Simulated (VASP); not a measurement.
**Band edges against the vacuum: BP(110)**

Where do the bulk band edges lie against the vacuum outside BP(110)?

Calculated with VASP 6.6.1; PBE; plane waves and PAW (B, P).

## (1) The structure

It takes space group F-43m (No. 216, cubic). Conventional cell: a = 4.540 Å, b = 4.540 Å, c = 4.540 Å, α = 90.00°, β = 90.00°, γ = 90.00°. Nearest to B lie 4 P at 1.97 Å. Nearest to P lie 4 B at 1.97 Å. Farther neighbours are not listed.

## (2) Relaxing the bulk crystal

The later steps need the crystal at this functional's own lattice; a raised cutoff keeps the stress reliable while the cell changes.

INCAR reads:

```
SYSTEM = BP
PREC = Accurate
ENCUT = 420
EDIFF = 1E-06
NELM = 120
ISMEAR = 0
SIGMA = 0.03
LREAL = .FALSE.
ALGO = Normal
GGA = PE
NBANDS = 10
LORBIT = 11
LWAVE = .FALSE.
LCHARG = .FALSE.
KPAR = 4
IBRION = 2
NSW = 40
ISIF = 3
EDIFFG = -0.02
POTIM = 0.4
```

POSCAR reads:

```
BP
1.0
    0.0000000000      2.2700000000      2.2700000000
    2.2700000000      0.0000000000      2.2700000000
    2.2700000000      2.2700000000      0.0000000000
B P
1 1
Direct
    0.0000000000      0.0000000000      0.0000000000
    0.2500000000      0.2500000000      0.2500000000
```

KPOINTS reads:

```
Automatic mesh
0
Gamma
7 7 7
0 0 0
```

The projector-augmented-wave data sets are B and P (PBE family, release 64).

Launch:

```bash
$ mpirun -np 4 vasp_std
```

Output:

```text
[banner, memory and clock lines left out]
running    4 mpi-ranks, on    1 nodes
 distrk:  each k-point on    1 cores,    4 groups
 distr:  one band on    1 cores,    1 groups

 POSCAR found type information on POSCAR B P
 POSCAR found :  2 types and       2 ions
 LDA part: xc-table for (Slater+PW92), standard interpolation
 POSCAR, INCAR and KPOINTS ok, starting setup
 FFT: planning ... GRIDC
 FFT: planning ... GRID_SOFT
 FFT: planning ... GRID
 WAVECAR not read
 entering main loop
       N       E                     dE             d eps       ncg     rms          rms(c)
DAV:   1     0.601133323649E+01    0.60113E+01   -0.35943E+03   400   0.606E+02
DAV:   2    -0.131705728925E+02   -0.19182E+02   -0.17988E+02   562   0.995E+01
DAV:   3    -0.136295289685E+02   -0.45896E+00   -0.45827E+00   498   0.144E+01
DAV:   4    -0.136310941698E+02   -0.15652E-02   -0.15648E-02   478   0.919E-01
DAV:   5    -0.136311021624E+02   -0.79925E-05   -0.79923E-05   488   0.656E-02    0.720E+00
DAV:   6    -0.130225019142E+02    0.60860E+00   -0.14523E+00   448   0.557E+00    0.390E+00
DAV:   7    -0.129318725100E+02    0.90629E-01   -0.23970E-01   510   0.260E+00    0.131E+00
DAV:   8    -0.129239216113E+02    0.79509E-02   -0.28435E-02   460   0.987E-01    0.205E-01
DAV:   9    -0.129242375233E+02   -0.31591E-03   -0.65703E-04   452   0.185E-01    0.123E-01
DAV:  10    -0.129244400242E+02   -0.20250E-03   -0.28607E-04   482   0.110E-01    0.289E-02
DAV:  11    -0.129244500856E+02   -0.10061E-04   -0.11058E-05   532   0.235E-02    0.321E-02
DAV:  12    -0.129244510082E+02   -0.92255E-06   -0.39186E-06   444   0.106E-02
   1 F= -.12924451E+02 E0= -.12924451E+02  d E =-.129245E+02
 curvature:   0.00 expect dE= 0.000E+00 dE for cont linesearch  0.000E+00
 trial: gam= 0.00000 g(F)=  0.216E-48 g(S)=  0.717E-03 ort = 0.000E+00 (trialstep = 0.100E+01)
 search vector abs. value=  0.717E-03
 bond charge predicted
       N       E                     dE             d eps       ncg     rms          rms(c)
DAV:   1    -0.129250435133E+02   -0.59343E-03   -0.11651E-02   446   0.689E-01    0.130E-01
DAV:   2    -0.129247622474E+02    0.28127E-03   -0.59011E-04   446   0.128E-01    0.712E-02
DAV:   3    -0.129246829729E+02    0.79274E-04   -0.16041E-04   452   0.611E-02    0.199E-02
DAV:   4    -0.129246754446E+02    0.75283E-05   -0.65037E-06   464   0.155E-02    0.157E-02
DAV:   5    -0.129246730857E+02    0.23590E-05   -0.16124E-06   322   0.775E-03    0.721E-03
DAV:   6    -0.129246727948E+02    0.29088E-06   -0.10111E-07   206   0.240E-03
   2 F= -.12924673E+02 E0= -.12924673E+02  d E =-.221787E-03
 trial-energy change:   -0.000222  1 .order   -0.000226   -0.000717    0.000265
 step:   0.7252(harm=  0.7301)  dis= 0.00000  next Energy=   -12.924709 (dE=-0.258E-03)
 bond charge predicted
       N       E                     dE             d eps       ncg     rms          rms(c)
DAV:   1    -0.129247361691E+02   -0.63083E-04   -0.88037E-04   448   0.190E-01    0.371E-02
DAV:   2    -0.129247148212E+02    0.21348E-04   -0.44855E-05   442   0.353E-02    0.204E-02
DAV:   3    -0.129247096764E+02    0.51448E-05   -0.12250E-05   450   0.169E-02    0.532E-03
DAV:   4    -0.129247096732E+02    0.31207E-08   -0.47753E-07   210   0.424E-03
   3 F= -.12924710E+02 E0= -.12924710E+02  d E =-.258665E-03
 curvature:  -0.36 expect dE=-0.720E-08 dE for cont linesearch -0.720E-08
 trial: gam= 0.00000 g(F)=  0.806E-48 g(S)=  0.197E-07 ort =-0.376E-05 (trialstep = 0.945E+00)
 search vector abs. value=  0.198E-07
 reached required accuracy - stopping structural energy minimisation
```

Wall time 4.2 s (4 MPI ranks of Intel Xeon Platinum 8488C (Sapphire Rapids), shared host); peak memory 0.5 GiB.

The logs omit lines about the potential files and the build; timing stands in the text.

OUTCAR, selected parts (step 2):

```text
ion  position               nearest neighbor table
   1  0.000  0.000  0.000-   2 1.97   2 1.97   2 1.97   2 1.97
   2  0.250  0.250  0.250-   1 1.97   1 1.97   1 1.97   1 1.97

  LATTYP: Found a face centered cubic cell.
 ALAT       =     4.5400000000

 Subroutine GETGRP returns: Found 24 space group operations
 (whereof 24 operations were pure point group operations)

The static configuration has the point symmetry T_d .

 Found     20 irreducible k-points:

   k-points           NKPTS =     20   k-points in BZ     NKDIM =     20   number of bands    NBANDS=     10

   dimension x,y,z NGX =    24 NGY =   24 NGZ =   24
   dimension x,y,z NGXF=    48 NGYF=   48 NGZF=   48

   ENCUT  =  420.0 eV  30.87 Ry    5.56 a.u.   5.36  5.36  5.36*2*pi/ulx,y,z

   NELECT =       8.0000    total number of electrons

 k-points in reciprocal lattice and weights: Automatic mesh
   0.00000000  0.00000000  0.00000000       0.003
   0.14285714  0.00000000  0.00000000       0.023
   0.28571429  0.00000000  0.00000000       0.023
   0.42857143  0.00000000  0.00000000       0.023
   0.14285714  0.14285714  0.00000000       0.017
   0.28571429  0.14285714  0.00000000       0.070
   0.42857143  0.14285714  0.00000000       0.070
  -0.42857143  0.14285714  0.00000000       0.070
  -0.28571429  0.14285714  0.00000000       0.070
[...]
-0.42857143  0.42857143  0.14285714       0.070
  -0.28571429  0.42857143  0.14285714       0.070

 average (electrostatic) potential at core
       1 -24.8717       2 -81.3426

 E-fermi :   7.5530

 k-point     1 :       0.0000    0.0000    0.0000
  band No.  band energies     occupation
      1      -8.0430      2.00000
      2       7.3651      2.00000
      3       7.3651      2.00000
      4       7.3651      2.00000
      5      10.7558      0.00000
      6      10.7558      0.00000
      7      10.7558      0.00000
      8      14.6486      0.00000
      9      18.8371      0.00000
    ...

 k-point     2 :       0.1429    0.0000    0.0000
  band No.  band energies     occupation
      1      -7.6782      2.00000
      2       5.1031      2.00000
      3       6.8390      2.00000
      4       6.8390      2.00000
      5      11.3278      0.00000
      6      11.4803      0.00000
      7      11.4803      0.00000
      8      15.6573      0.00000
      9      18.4362      0.00000
    ...

 k-point     3 :       0.2857    0.0000    0.0000
  band No.  band energies     occupation
      1      -6.6194      2.00000
      2       1.7071      2.00000
      3       6.0877      2.00000
      4       6.0877      2.00000
      5      11.2933      0.00000
      6      12.1970      0.00000
      7      12.1970      0.00000
      8      17.2139      0.00000
      9      18.6048      0.00000
    ...

  Total       -0.0005840     -0.0005840     -0.0005840      0.0000000      0.0000000      0.0000000
  in kB       -0.0398071     -0.0398071     -0.0398071      0.0000000      0.0000000      0.0000000
  external PRESSURE =      -0.0398071 kB  Pullay stress =       0.0000000 kB

  energy-cutoff  :      420.00
  volume of cell :       23.50
      direct lattice vectors                 reciprocal lattice vectors
    -0.000000000  2.273534116  2.273534116    -0.219921925  0.219921925  0.219921925
     2.273534116  0.000000000  2.273534116     0.219921925 -0.219921925  0.219921925
     2.273534116  2.273534116 -0.000000000     0.219921925  0.219921925 -0.219921925

 POSITION                                       TOTAL-FORCE (eV/Angst)
 -----------------------------------------------------------------------------------
      0.00000      0.00000      0.00000        -0.000000     -0.000000     -0.000000
      1.13677      1.13677      1.13677         0.000000      0.000000      0.000000
 -----------------------------------------------------------------------------------
    total drift:                                0.000000      0.000000      0.000000

  FREE ENERGIE OF THE ION-ELECTRON SYSTEM (eV)
  ---------------------------------------------------
  free  energy   TOTEN  =       -12.9247096732 eV

  energy  without entropy=      -12.9247096732  energy(sigma->0) =      -12.92470967

 reached required accuracy - stopping structural energy minimisation

 total charge
# of ion       s       p       d       tot
------------------------------------------
    1        0.666   1.267   0.000   1.933
    2        0.992   1.574   0.000   2.566
--------------------------------------------------
tot          1.658   2.841   0.000   4.499

[... 3 further parts left out ...]
```

The run keeps the 24 symmetry operations of its start, so it cannot find a distortion of lower symmetry.

The steps of the relaxation:

```csv
step,energy less that of the first step (eV),largest force (eV/Å),pressure (GPa),volume (Å³)
1,0.0000,0.0000,0.76,23.39
2,-0.0002,0.0000,-0.28,23.55
3,-0.0003,0.0000,0.00,23.50
```

```csv
"conventional cell, symmetrised",before,after,change
a (Å),4.540,4.547,+0.2 %
b (Å),4.540,4.547,+0.2 %
c (Å),4.540,4.547,+0.2 %
volume (Å³/atom),11.70,11.75,+0.5 %
```

The relaxed structure:

```
B P
1.0
     0.00000    2.27353    2.27353
     2.27353    0.00000    2.27353
     2.27353    2.27353    0.00000
B P
1 1
Direct
  0.00000 0.00000 0.00000
  0.25000 0.25000 0.25000
```

Numbers from this step:

```yaml
electronic_cycles: 22
electrons: 8
free_energy_toten: -12.92 eV
fermi_energy: 7.553 eV
```

The run ended after 3 ionic steps, 0.000 eV below its first step, once forces and stress met EDIFFG = -0.02.

## (3) Band edges of the bulk

A static bulk run at the slab's cutoff gives the band edges and the core potentials that tie them to the slab.

INCAR reads:

```
SYSTEM = BP
PREC = Normal
ENCUT = 360
EDIFF = 1E-06
NELM = 120
ISMEAR = 0
SIGMA = 0.03
LREAL = .FALSE.
ALGO = Normal
GGA = PE
NBANDS = 10
LORBIT = 11
LWAVE = .FALSE.
LCHARG = .FALSE.
KPAR = 4
```

POSCAR reads:

```
BP
1.0
    0.0000000000      2.2735341160      2.2735341160
    2.2735341160      0.0000000000      2.2735341160
    2.2735341160      2.2735341160      0.0000000000
B P
1 1
Direct
    0.0000000000      0.0000000000      0.0000000000
    0.2500000000      0.2500000000      0.2500000000
```

KPOINTS reads:

```
Automatic mesh
0
Gamma
16 16 16
0 0 0
```

Launch:

```bash
$ mpirun -np 4 vasp_std
```

Output:

```text
[... set-up lines as in an earlier step ...]
 entering main loop
       N       E                     dE             d eps       ncg     rms          rms(c)
DAV:   1     0.340834096917E+01    0.34083E+01   -0.32307E+03  2924   0.536E+02
DAV:   2    -0.132762020026E+02   -0.16685E+02   -0.15951E+02  4108   0.903E+01
DAV:   3    -0.136219602592E+02   -0.34576E+00   -0.34510E+00  3550   0.123E+01
DAV:   4    -0.136232478577E+02   -0.12876E-02   -0.12875E-02  3562   0.874E-01
DAV:   5    -0.136232537474E+02   -0.58897E-05   -0.58896E-05  3584   0.523E-02    0.715E+00
DAV:   6    -0.130254326363E+02    0.59782E+00   -0.14288E+00  3230   0.545E+00    0.388E+00
DAV:   7    -0.129367263363E+02    0.88706E-01   -0.23260E-01  3706   0.255E+00    0.131E+00
DAV:   8    -0.129288793210E+02    0.78470E-02   -0.28009E-02  3350   0.963E-01    0.203E-01
DAV:   9    -0.129291906378E+02   -0.31132E-03   -0.64819E-04  3318   0.184E-01    0.121E-01
DAV:  10    -0.129293898622E+02   -0.19922E-03   -0.28391E-04  3448   0.109E-01    0.287E-02
DAV:  11    -0.129293999160E+02   -0.10054E-04   -0.11409E-05  3716   0.237E-02    0.316E-02
DAV:  12    -0.129294008384E+02   -0.92245E-06   -0.37660E-06  3238   0.104E-02
   1 F= -.12929401E+02 E0= -.12929401E+02  d E =-.309778E-23
```

Elapsed: 3.2 s, on 4 MPI ranks; peak memory 0.48 GiB; 10 s of CPU time.

Parts of OUTCAR (step 3):

```text
  LATTYP: Found a face centered cubic cell.
 ALAT       =     4.5470682320

The static configuration has the point symmetry T_d .

 Found    145 irreducible k-points:

   k-points           NKPTS =    145   k-points in BZ     NKDIM =    145   number of bands    NBANDS=     10

   dimension x,y,z NGX =    16 NGY =   16 NGZ =   16
   dimension x,y,z NGXF=    32 NGYF=   32 NGZF=   32

   ENCUT  =  360.0 eV  26.46 Ry    5.14 a.u.   4.97  4.97  4.97*2*pi/ulx,y,z

   NELECT =       8.0000    total number of electrons

 E-fermi :   7.5596

 k-point     1 :       0.0000    0.0000    0.0000
  band No.  band energies     occupation
      1      -8.0447      2.00000
      2       7.3632      2.00000
      3       7.3632      2.00000
      4       7.3632      2.00000
      5      10.7551      0.00000
      6      10.7551      0.00000
      7      10.7551      0.00000
      8      14.6456      0.00000
      9      18.8352      0.00000
    ...

 k-point     2 :       0.0625    0.0000    0.0000
  band No.  band energies     occupation
      1      -7.9746      2.00000
      2       6.7843      2.00000
      3       7.2379      2.00000
      4       7.2379      2.00000
      5      10.9281      0.00000
      6      10.9281      0.00000
      7      10.9887      0.00000
      8      14.8573      0.00000
      9      19.0688      0.00000
    ...

  Total       -0.0315969     -0.0315969     -0.0315969     -0.0000000      0.0000000     -0.0000000
  in kB       -2.1538763     -2.1538763     -2.1538763     -0.0000000      0.0000000     -0.0000000
  external PRESSURE =      -2.1538763 kB  Pullay stress =       0.0000000 kB

  energy-cutoff  :      360.00
  volume of cell :       23.50
      direct lattice vectors                 reciprocal lattice vectors
     0.000000000  2.273534116  2.273534116    -0.219921925  0.219921925  0.219921925
     2.273534116  0.000000000  2.273534116     0.219921925 -0.219921925  0.219921925
     2.273534116  2.273534116  0.000000000     0.219921925  0.219921925 -0.219921925

  FREE ENERGIE OF THE ION-ELECTRON SYSTEM (eV)
  ---------------------------------------------------
  free  energy   TOTEN  =       -12.9294008384 eV

  energy  without entropy=      -12.9294008384  energy(sigma->0) =      -12.92940084

 total charge
# of ion       s       p       d       tot
------------------------------------------
    1        0.668   1.268   0.000   1.936
    2        0.993   1.573   0.000   2.565
--------------------------------------------------
tot          1.661   2.841   0.000   4.502

[... 3 parts as in an earlier step ...]

[... 6 further parts left out ...]
```

The gap is read on the k-mesh alone, so it is an upper bound where the band edges lie off the mesh.

This step gave:

* electronic cycles: 12
* free energy (TOTEN): -12.93 eV
* Fermi energy: 7.560 eV
* metallic: no
* gap on the k-mesh: 1.257 eV
* least direct gap on the k-mesh: 3.392 eV

(Continued in part 2 of 3.)

[Lines on the potential files, build, host, timing and source positions are cut from VASP's logs without a mark.]

[Logs are printed without paths, hosts, clocks, repeated set-up lines and the standing remarks that a program may print on its own settings, such as how far it seeks lower states.]

[Hosts, paths, dates, database ids (printed as entryN), source tags and the programs' standing remarks are cut or masked in the printed files.]

[Runs that stopped without an error message from VASP are left out.]
